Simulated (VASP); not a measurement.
Here is a VASP 6.6.1 calculation.

INCAR

```
SYSTEM = MoS2
ALGO = Normal
EDIFF = 1E-7
ENCUT = 520
GGA = PS
ISIF = 2
ISMEAR = 0
ISPIN = 2
LASPH = .True.
LCHARG = .False.
LDAU = .True.
LDAUJ = 0 0
LDAUL = 2 -1
LDAUPRINT = 1
LDAUTYPE = 2
LDAUU = 2.5 0
LMAXMIX = 4
LORBIT = 11
LREAL = .False.
LWAVE = .False.
MAGMOM = 1 -1 0 0 0 0
NELM = 80
PREC = Accurate
SIGMA = 0.05
```

KPOINTS

```
k-points
0
Gamma
  8 8 2
  0 0 0
```

POSCAR

```
MoS2
1.0
    3.1610015200      0.0000000000      0.0000000000
   -1.5805007600      2.7375076200      0.0000000000
    0.0000000000      0.0000000000     12.2949997000
Mo S
2 4
Direct
    0.3333333333      0.6666666667      0.2500000000
    0.6666666667      0.3333333333      0.7500000000
    0.3333333333      0.6666666667      0.6275000000
    0.6666666667      0.3333333333      0.1275000000
    0.3333333333      0.6666666667      0.8725000000
    0.6666666667      0.3333333333      0.3725000000
```

Potentials or basis: VASP PAW PBE potentials, release 64 (Mo_sv, S).

Run with:

```bash
$ cat potpaw_PBE.64/Mo_sv/POTCAR potpaw_PBE.64/S/POTCAR > POTCAR
$ mpirun -np 1 vasp_std > vasp.out
```

(1) Predict the largest force.

(2) Predict the net moment.

(3) Estimate the band gap on the k mesh.

Answers

(1) 1.105 eV/Å.

(2) 0.00 μB per cell.

(3) 0.91 eV, indirect (least direct gap 1.91 eV).

Caveat: the PAW data sets were made with another functional, which shifts forces and pressure a little.

**Measured values to compare with.**

From “Multiwavelength excitation Raman Scattering Analysis of bulk and 2 dimensional MoS2: Vibrational properties of atomically thin MoS2 layers”, 2015, arxiv:1506.03228, for a bulk crystal of MoS2 at 300 K: band gap 1.3 eV (indirect).

Measured gap of MoS2: 1.3 eV (indirect; 300 K; “Multiwavelength excitation Raman Scattering Analysis of bulk and 2 dimensional MoS2: Vibrational properties of atomically thin MoS2 layers”, 2015, arxiv:1506.03228). This calculation gives 0.91 eV (-0.39 eV). Spin-orbit coupling on Mo is left out. The value is that of PBEsol+U on a finite k mesh, which can miss the band edges, without temperature or zero-point motion.
